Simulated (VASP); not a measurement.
```
Rh
1.0
    0.00000     1.88737     1.88737
    1.90624     0.00000     1.88737
    1.90624     1.88737     0.00000
Rh
1
Cartesian
  3.81248   3.77473   3.77473
```

All values below come from PBEsol GGA, VASP's PBE PAW potentials (set 64) (plane waves; VASP). Settings: 480 eV cut-off, 16×16×16 Γ-centred mesh, first-order Methfessel-Paxton smearing of 0.10 eV, potentials Rh_pv.

Task: Predict the energy per atom (σ→0), pressure, band gap (on the k-mesh) with the smallest direct gap where there is one.

Result: 
| Quantity | Value |
|---|---|
| band gap (on the k-mesh) | none (metal, semimetal or under 0.01 eV) |
| energy per atom (σ→0) | -8.135 eV/atom |
| pressure | -1.68 GPa |

The absolute energy has meaning only against runs of the same code, potentials and settings.

The compound is Rh in the fcc structure. This cell was strained or had an atom moved on purpose.
